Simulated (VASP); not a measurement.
Runs of VASP 6.6.1 on H3Rh. It takes space group Pm-3m (No. 221, cubic). Conventional cell: a = 3.325 Å, b = 3.325 Å, c = 3.325 Å, α = 90.00°, β = 90.00°, γ = 90.00°. H (site symmetry 4/mmm) has 2 Rh at 1.66 Å as nearest neighbours. Rh (site symmetry m-3m) is surrounded by 6 H at 1.66 Å. The cell was built by a generator and needn't be a form met in nature.

| task | level | potentials or basis | spin | cell | k mesh | cutoff (eV) | smearing | grid for exact exchange (PRECFOCK) | exchange at q = 0 | other keys | gap on the mesh (eV) | pressure (GPa) |
| --- | --- | --- | --- | --- | --- | --- | --- | --- | --- | --- | --- | --- |
| atomic charges | B3LYP | VASP PAW PBE potentials, release 64 (H, Rh_pv) | collinear, ferromagnetic start | volume scaled by 1.04 | 5 × 5 × 5 | 520 | fermi-dirac 0.05 eV | Fast | default | k = 5 × 5 × 5 | 2.99 | (a) |
| single point | PBE | VASP PAW PBE potentials, release 64 (H, Rh_pv) | off | as given | 8 × 8 × 8 | 520 | fermi-dirac 0.05 eV | - | - | - | none | 0.1 |
| relaxation of cell and atoms | PBE | VASP PAW PBE potentials, release 64 (H, Rh_pv) | off | relaxed | 8 × 8 × 8 | 600 | gaussian 0.05 eV | - | - | - | none | 0.1 |
| relaxation of the atoms | LDA | VASP PAW LDA potentials, release 64 (H, Rh_pv) | off | atoms relaxed | 8 × 8 × 8 | 520 | gaussian 0.05 eV | - | - | - | none | -4.9 |

Question: Estimate the missing entries.

Answer: (a) -3.5.

Caveats: the relaxation stopped at its first step, so nothing moved (some runs); the PAW data sets were made with another functional, which shifts forces and pressure a little (some runs); an odd mesh through Γ misses points on the zone boundary, where band edges often lie (some runs).

A k mesh can miss the band edges, and the runs leave out spin-orbit coupling on Rh.

A gap of «none» marks a metal or a gap under the smearing width.
